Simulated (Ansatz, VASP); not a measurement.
# Cross-check of Ge (Germanium) between VASP and Ansatz, part 3 of 3

Wanted: the spread between two codes on one cell, functional and k mesh. The structure shown is the start of the Ansatz relaxation below; VASP solves that cell, so the two are compared at the walk's first step.

VASP 6.6.1 and Ansatz 0.2.0.

So far: The structure; Ansatz: relaxation, r2SCAN; VASP: single point, r2SCAN, start cell.

**3. VASP: single point, r2SCAN, start cell (continued)**

Level of this step: r2SCAN; plane waves and PAW (Ge_d) (VASP).

Numbers of over 12 decimals in the logs are rounded to 6 here.

From OUTCAR (step 3):

```text
ion  position               nearest neighbor table
   1  0.501  0.501  0.499-   2 2.46   2 2.46   2 2.48   2 2.48
   2  0.749  0.749  0.751-   1 2.46   1 2.46   1 2.48   1 2.48

  LATTYP: Found a body centered orthorhombic cell.
 ALAT       =     4.0115893037
 B/A-ratio  =     1.0201073671
 C/A-ratio  =     1.4095565552

 Subroutine GETGRP returns: Found  4 space group operations
 (whereof  2 operations were pure point group operations)

The static configuration has the point symmetry C_1h.
 The point group associated with its full space group is C_2h.

   k-points           NKPTS =   1728   k-points in BZ     NKDIM =   1728   number of bands    NBANDS=     20

   dimension x,y,z NGX =    28 NGY =   28 NGZ =   28
   dimension x,y,z NGXF=    56 NGYF=   56 NGZF=   56

   ENCUT  =  450.0 eV  33.07 Ry    5.75 a.u.   6.96  6.96  7.08*2*pi/ulx,y,z

   NELECT =      28.0000    total number of electrons

 k-points in reciprocal lattice and weights: Points of the shifted mesh
   0.04166667  0.04166667  0.04166667       0.001
   0.04166667  0.04166667  0.12500000       0.001
   0.04166667  0.04166667  0.20833333       0.001
   0.04166667  0.04166667  0.29166667       0.001
   0.04166667  0.04166667  0.37500000       0.001
   0.04166667  0.04166667  0.45833333       0.001
   0.04166667  0.04166667  0.54166667       0.001
   0.04166667  0.04166667  0.62500000       0.001
   0.04166667  0.04166667  0.70833333       0.001
[...]
0.95833333  0.95833333  0.87500000       0.001
   0.95833333  0.95833333  0.95833333       0.001

 average (electrostatic) potential at core
       1 -79.6655       2 -79.6655

 E-fermi :   4.7841

 k-point     1 :       0.0417    0.0417    0.0417
  band No.  band energies     occupation
    ...
     10     -20.6380      2.00000
     11      -8.5310      2.00000
     12       3.8184      2.00000
     13       4.5241      2.00000
     14       4.5375      2.00000
     15       5.2876      0.00000
     16       7.2661      0.00000
     17       7.2830      0.00000
     18       7.4716      0.00000
     19      11.6653      0.00000
    ...

 k-point     2 :       0.0417    0.0417    0.1250
  band No.  band energies     occupation
    ...
     10     -20.6293      2.00000
     11      -8.4190      2.00000
     12       2.5897      2.00000
     13       4.0631      2.00000
     14       4.4388      2.00000
     15       5.9822      0.00000
     16       7.5737      0.00000
     17       7.5924      0.00000
     18       7.9191      0.00000
     19      12.1738      0.00000
    ...

 k-point     3 :       0.0417    0.0417    0.2083
  band No.  band energies     occupation
    ...
     10     -20.6220      2.00000
     11      -8.1407      2.00000
     12       1.0011      2.00000
     13       3.6160      2.00000
     14       4.1096      2.00000
     15       5.9601      0.00000
     16       8.0052      0.00000
     17       8.1816      0.00000
     18       9.1829      0.00000
     19      12.9929      0.00000
    ...

  Total       -0.4810738     -0.4810738     -0.1901041     -0.4203347     -0.0011080     -0.0011079
  in kB      -16.6063605    -16.6063605     -6.5622743    -14.5096872     -0.0382460     -0.0382444
  external PRESSURE =     -13.2583318 kB  Pullay stress =       0.0000000 kB

  energy-cutoff  :      450.00
  volume of cell :       46.41
      direct lattice vectors                 reciprocal lattice vectors
     0.028519000  2.865141000  2.827281000    -0.176265995  0.176265995  0.176848357
     2.865141000  0.028519000  2.827281000     0.176265995 -0.176265995  0.176848357
     2.893659000  2.893659000  0.000000000     0.172791611  0.172791611 -0.176848418

 POSITION                                       TOTAL-FORCE (eV/Angst)
 -----------------------------------------------------------------------------------
      2.89356      2.89356      2.83066        -0.000402     -0.000402      0.072949
      4.34059      4.34059      4.23754         0.000402      0.000402     -0.072949
 -----------------------------------------------------------------------------------
    total drift:                                0.000000      0.000000     -0.000000

  FREE ENERGIE OF THE ION-ELECTRON SYSTEM (eV)
  ---------------------------------------------------
  free  energy   TOTEN  =       -27.7339706830 eV

  energy  without entropy=      -27.7339706830  energy(sigma->0) =      -27.73397068

 total charge
# of ion       s       p       d       tot
------------------------------------------
    1        1.106   1.265  10.019  12.390
    2        1.106   1.265  10.019  12.390
--------------------------------------------------
tot          2.212   2.530  20.038  24.781

[... 3 further parts left out ...]
```

The run ends at a pressure of -1.33 GPa, with forces up to 0.073 eV/Å.

**4. Side by side**

Known differences besides the potentials themselves: VASP keeps PBE cores, Ansatz makes them for the functional; the cutoff is 500 eV in Ansatz and 450 eV in VASP. Total energies have different zeros and are not compared.

Forces (eV/Å; atoms numbered as in POSCAR):

```
atom        Ansatz x, y, z          VASP x, y, z
 Ge1   0.000, 0.000, 0.072   0.000, 0.000, 0.073
 Ge2  0.000, 0.000, -0.072  0.000, 0.000, -0.073
```

The forces differ by 0.5 meV/Å r.m.s., which is 1.3 % of the r.m.s. force of 0.042 eV/Å (both taken over all components).

**5. Outcome**

| Item | Value |
| --- | --- |
| r.m.s. force difference (single point, r2SCAN, start cell) | 0.53 meV/Å |

What this shows: The r.m.s. force difference is 0.53 meV/Å (single point, r2SCAN, start cell), within the 12 meV/Å picked in this series as the mark of a large difference. How closely two codes agree says nothing of how well the functional describes the real material.

[Lines on the potential files, build, host, timing and source positions are cut from VASP's logs without a mark.]

[Logs are printed without paths, hosts, clocks, repeated set-up lines and the standing remarks that a program may print on its own settings, such as how far it seeks lower states.]

[Hosts, paths, dates, database ids (printed as entryN), source tags and the programs' standing remarks are cut or masked in the printed files.]
